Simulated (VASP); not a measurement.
**BiB (rocksalt): a PBE single-point calculation in VASP**

INCAR

```
LCHARG = .FALSE.
ISMEAR = -1
LWAVE = .FALSE.
NELM = 120
ISIF = 2
SIGMA = 0.02
EDIFF = 1E-7
PREC = Accurate
GGA = PE
NBANDS = 16
NSW = 0
LASPH = .TRUE.
LREAL = .FALSE.
ENCUT = 520
IBRION = -1
```

KPOINTS

```
KPOINTS created by Atomic Simulation Environment
0
Gamma
8 8 8
0 0 0
```

KPOINTS_OPT

```
special points
7
Reciprocal
0.0000000000 0.0000000000 0.0000000000 1
0.5000000000 0.0000000000 0.5000000000 1
0.5000000000 0.2500000000 0.7500000000 1
0.3750000000 0.3750000000 0.7500000000 1
0.5000000000 0.5000000000 0.5000000000 1
0.6250000000 0.2500000000 0.6250000000 1
0.1875000000 0.1875000000 0.3750000000 1
```

POSCAR

```
B  Bi
 1.0000000000000000
    -0.0000000000000000    2.6268329117435112    2.6268329117435112
     2.6268329117435112   -0.0000000000000000    2.6268329117435112
     2.6268329117435112    2.6268329117435112   -0.0000000000000000
 B   Bi
   1   1
Cartesian
 -0.0000000000000000  0.0000000000000000  0.0000000000000000
  2.6268329117435107  2.6268329117435107  2.6268329117435107
```

VASP ran with the recommended PBE PAW datasets (18 valence electrons in the cell).

OSZICAR

```
N       E                     dE             d eps       ncg     rms          rms(c)
DAV:   1     0.131652907591E+03    0.13165E+03   -0.99199E+03   928   0.135E+03
DAV:   2    -0.629553002970E+00   -0.13228E+03   -0.12769E+03  1024   0.343E+02
DAV:   3    -0.841413827929E+01   -0.77846E+01   -0.77389E+01  1176   0.805E+01
DAV:   4    -0.857933987059E+01   -0.16520E+00   -0.16517E+00  1168   0.125E+01
DAV:   5    -0.858513128615E+01   -0.57914E-02   -0.57913E-02  1264   0.211E+00    0.281E+00
DAV:   6    -0.819206239680E+01    0.39307E+00   -0.86819E-01  1216   0.686E+00    0.920E-01
DAV:   7    -0.818911585475E+01    0.29465E-02   -0.10461E-01  1160   0.162E+00    0.481E-01
DAV:   8    -0.819002764345E+01   -0.91179E-03   -0.74551E-03  1208   0.107E+00    0.753E-02
DAV:   9    -0.818970021873E+01    0.32742E-03   -0.98473E-04  1328   0.353E-01    0.315E-02
DAV:  10    -0.818969634011E+01    0.38786E-05   -0.13920E-04  1280   0.125E-01    0.118E-02
DAV:  11    -0.818969829150E+01   -0.19514E-05   -0.14862E-05  1248   0.426E-02    0.554E-03
DAV:  12    -0.818969690067E+01    0.13908E-05   -0.13276E-06  1224   0.114E-02    0.682E-04
DAV:  13    -0.818969692681E+01   -0.26135E-07   -0.75928E-08   816   0.222E-03
   1 F= -.81896969E+01 E0= -.81892762E+01  d E =-.841530E-03
       N       E                     dE             ncg
DAV:   1     0.397157896217E+03   -0.39641E+04      224
DAV:   2    -0.464226634937E+03   -0.86138E+03      240
DAV:   3    -0.515941029433E+03   -0.51714E+02      264
DAV:   4    -0.517123738620E+03   -0.11827E+01      296
DAV:   5    -0.517166031404E+03   -0.42293E-01      320
DAV:   6    -0.517167798103E+03   -0.17667E-02      328
DAV:   7    -0.517167808898E+03   -0.10795E-04      304
DAV:   8    -0.517167809078E+03   -0.18000E-06      288
DAV:   9    -0.517167809080E+03   -0.24268E-08      256
```

From OUTCAR

```
k-points           NKPTS =     29   k-points in BZ     NKDIM =     29   number of bands    NBANDS=     16

   NELECT =      18.0000    total number of electrons

   dimension x,y,z NGX =    28 NGY =   28 NGZ =   28
   dimension x,y,z NGXF=    56 NGYF=   56 NGZF=   56

  energy-cutoff  :      520.00
  volume of cell :       36.25
      direct lattice vectors                 reciprocal lattice vectors
     0.000000000  2.626832912  2.626832912    -0.190343283  0.190343283  0.190343283
     2.626832912  0.000000000  2.626832912     0.190343283 -0.190343283  0.190343283
     2.626832912  2.626832912  0.000000000     0.190343283  0.190343283 -0.190343283

 k-points in reciprocal lattice and weights: KPOINTS created by Atomic Simulation Env
   0.00000000  0.00000000  0.00000000       0.002
   0.12500000  0.00000000  0.00000000       0.016
   0.25000000  0.00000000  0.00000000       0.016
   0.37500000  0.00000000  0.00000000       0.016
   0.50000000  0.00000000  0.00000000       0.008
   0.12500000  0.12500000  0.00000000       0.012
   0.25000000  0.12500000  0.00000000       0.047
   0.37500000  0.12500000  0.00000000       0.047
   ...

 E-fermi :   8.3000

 k-point     1 :       0.0000    0.0000    0.0000
  band No.  band energies     occupation
      1     -14.5891      2.00000
      2     -14.5891      2.00000
      3     -14.5891      2.00000
      4     -14.5549      2.00000
      5     -14.5549      2.00000
      6      -5.9364      2.00000
      7       8.1867      1.99311
      8       8.1867      1.99311
      9       8.1867      1.99311
     10       8.3872      0.02525
     11      14.8839      0.00000
     12      14.8839      0.00000
     13      14.8839      0.00000
     14      16.7089      0.00000
     15      16.7089      0.00000
     16      16.7089      0.00000

 k-point     2 :       0.1250    0.0000    0.0000
  band No.  band energies     occupation
      1     -14.5878      2.00000
      2     -14.5831      2.00000
      3     -14.5831      2.00000
      4     -14.5553      2.00000
      5     -14.5553      2.00000
      6      -5.6938      2.00000
      7       5.9933      2.00000
      8       8.2439      1.88584
      9       8.2439      1.88584
     10       9.9248      0.00000
     11      13.8276      0.00000
     12      13.9686      0.00000
     13      13.9686      0.00000
     14      15.9090      0.00000
     15      17.1945      0.00000
     16      17.1945      0.00000

 k-point     3 :       0.2500    0.0000    0.0000
  band No.  band energies     occupation
      1     -14.5858      2.00000
      2     -14.5858      2.00000
      3     -14.5850      2.00000
      4     -14.5387      2.00000
      5     -14.5387      2.00000
      6      -4.9808      2.00000
      7       3.4543      2.00000
      8       8.4501      0.00110
      9       8.4501      0.00110
     10      10.6771      0.00000
     11      12.3817      0.00000
     12      12.3817      0.00000
     13      12.5187      0.00000
     14      16.4372      0.00000
     15      18.3719      0.00000
     16      18.3719      0.00000

 k-point     4 :       0.3750    0.0000    0.0000
  band No.  band energies     occupation
      1     -14.5973      2.00000
      2     -14.5973      2.00000
      3     -14.5830      2.00000
      4     -14.5130      2.00000
      5     -14.5130      2.00000
      6      -3.8965      2.00000
      7       1.1331      2.00000
      8       8.8679      0.00000
      9       8.8679      0.00000
     10      10.8884      0.00000
     11      10.9570      0.00000
     12      10.9570      0.00000
     13      11.6328      0.00000
     14      17.8875      0.00000
     15      20.1124      0.00000
     16      20.1124      0.00000

 k-point     5 :       0.5000    0.0000    0.0000
  band No.  band energies     occupation
      1     -14.6025      2.00000
      2     -14.6025      2.00000
      3     -14.5823      2.00000
      4     -14.5019      2.00000
      5     -14.5019      2.00000
      6      -3.1035      2.00000
      7      -0.0936      2.00000
      8       9.3143      0.00000
      9       9.3143      0.00000
     10      10.1522      0.00000
     11      10.1522      0.00000
     12      11.1079      0.00000
     13      11.1340      0.00000
     14      18.9817      0.00000
     15      21.7865      0.00000
     16      21.7865      0.00000

 k-point     6 :       0.1250    0.1250    0.0000
  band No.  band energies     occupation
      1     -14.5958      2.00000
      2     -14.5742      2.00000
      3     -14.5742      2.00000
      4     -14.5674      2.00000
      5     -14.5484      2.00000
      6      -5.6125      2.00000
      7       6.2476      2.00000
      8       7.6511      2.00000
      9       7.6511      2.00000
     10      10.5068      0.00000
     11      12.4846      0.00000
     12      14.7739      0.00000
     13      14.7739      0.00000
     14      14.7965      0.00000
     15      18.1819      0.00000
     16      18.1819      0.00000

 k-point     7 :       0.2500    0.1250    0.0000
  band No.  band energies     occupation
      1     -14.5972      2.00000
      2     -14.5824      2.00000
      3     -14.5682      2.00000
      4     -14.5542      2.00000
      5     -14.5335      2.00000
      6      -5.0548      2.00000
      7       4.3469      2.00000
      8       7.3312      2.00000
      9       7.8870      2.00000
     10       9.7689      0.00000
     11      12.4496      0.00000
     12      13.8301      0.00000
     13      14.2119      0.00000
     14      15.2058      0.00000
     15      18.7848      0.00000
     16      19.4301      0.00000

 k-point     8 :       0.3750    0.1250    0.0000
  band No.  band energies     occupation
      1     -14.6025      2.00000
      2     -14.5823      2.00000
      3     -14.5781      2.00000
      4     -14.5330      2.00000
      5     -14.5095      2.00000
      6      -4.0807      2.00000
      7       2.0168      2.00000
      8       7.3879      2.00000
      9       8.3502      0.15078
     10       8.4127      0.00713
     11      12.5939      0.00000
     12      13.0460      0.00000
     13      13.4313      0.00000
     14      16.2016      0.00000
     15      19.8407      0.00000
     16      21.0319      0.00000

 k-point     9 :       0.5000    0.1250    0.0000
  band No.  band energies     occupation
      1     -14.6073      2.00000
      2     -14.5881      2.00000
      3     -14.5754      2.00000
      4     -14.5158      2.00000
      5     -14.5005      2.00000
      6      -3.0493      2.00000
      7       0.3006      2.00000
      8       7.2698      2.00000
      9       7.8751      2.00000
     10       8.9622      0.00000
     11      11.9070      0.00000
     12      12.3076      0.00000
     13      13.5073      0.00000
     14      17.9248      0.00000
     15      20.7451      0.00000
     16      21.8399      0.00000

 k-point    10 :      -0.3750    0.1250    0.0000
  band No.  band energies     occupation
      1     -14.6015      2.00000
      2     -14.5900      2.00000
      3     -14.5751      2.00000
      4     -14.5144      2.00000
      5     -14.5103      2.00000
      6      -3.3392      2.00000
      7       0.7179      2.00000
      8       6.6154      2.00000
      9       8.7648      0.00000
     10       9.7069      0.00000
     11      10.9960      0.00000
     12      12.0380      0.00000
     13      13.8870      0.00000
     14      18.1437      0.00000
     15      19.7339      0.00000
     16      21.3709      0.00000

 k-point    11 :      -0.2500    0.1250    0.0000
  band No.  band energies     occupation
      1     -14.5890      2.00000
      2     -14.5819      2.00000
      3     -14.5809      2.00000
      4     -14.5436      2.00000
      5     -14.5200      2.00000
      6      -4.4449      2.00000
      7       2.6984      2.00000
      8       6.4749      2.00000
      9       9.4696      0.00000
     10      10.6398      0.00000
     11      10.8390      0.00000
     12      11.9274      0.00000
     13      14.1509      0.00000
     14      17.0192      0.00000
     15      18.0633      0.00000
     16      20.7648      0.00000

 k-point    12 :      -0.1250    0.1250    0.0000
  band No.  band energies     occupation
      1     -14.5874      2.00000
      2     -14.5794      2.00000
      3     -14.5726      2.00000
      4     -14.5670      2.00000
      5     -14.5395      2.00000
      6      -5.2933      2.00000
      7       4.7599      2.00000
      8       7.0442      2.00000
      9       8.9570      0.00000
     10      10.8024      0.00000
     11      12.2861      0.00000
     12      12.5178      0.00000
     13      14.1909      0.00000
     14      16.3811      0.00000
     15      17.1642      0.00000
     16      18.9684      0.00000

 ...

  Total        0.1995401      0.1995401      0.1995401     -0.0000000      0.0000000     -0.0000000
  in kB        8.8188812      8.8188812      8.8188812     -0.0000000      0.0000000     -0.0000000
  external PRESSURE =       8.8188812 kB  Pullay stress =       0.0000000 kB

 POSITION                                       TOTAL-FORCE (eV/Angst)
 -----------------------------------------------------------------------------------
      0.00000      0.00000      0.00000        -0.000000     -0.000000      0.000000
      2.62683      2.62683      2.62683         0.000000      0.000000     -0.000000
 -----------------------------------------------------------------------------------
    total drift:                                0.000000      0.000000      0.000000

  FREE ENERGIE OF THE ION-ELECTRON SYSTEM (eV)
  ---------------------------------------------------
  free  energy   TOTEN  =        -8.1896969268 eV

  energy  without entropy=       -8.1888553966  energy(sigma->0) =       -8.18927616
```

The gap between bands v and c is -4.13 eV (bands overlap: a metal), the least direct gap is 0.00 eV and the pressure is 0.9 GPa.

Band v is the last that the valence electrons fill when counted band by band, and c is the next.
